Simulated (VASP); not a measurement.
Here is the system:

```yaml
crystal:
  lattice:
    - [1.33000, -2.30363, 0.00000]
    - [1.33000, 2.30363, 0.00000]
    - [0.00000, 0.00000, 4.95000]
  atoms:
    - { symbol: Zn, position: [0.33333, 0.66667, 0.25000] }
    - { symbol: Zn, position: [0.66667, 0.33333, 0.75000] }
```

All values below come from PBE GGA, VASP's PBE PAW potentials (set 64) (plane waves; VASP). Numerical set-up: EDIFF = 1E-3, 400 eV cut-off, 14×14×7 Γ-centred mesh, first-order Methfessel-Paxton smearing of 0.10 eV, potentials Zn.

Task: Give the stress tensor in GPa (positive for a compressed cell).

Result: 
```
 0.73   0.00   0.00
 0.00   0.73   0.00
 0.00   0.00  -1.66
```
The pressure is its mean diagonal, -0.07 GPa.

The compound is Zn in the hcp structure. The cell was not relaxed at this level. The run is one of a series of settings (EDIFF = 1E-3 against the base run), some of them coarse on purpose.
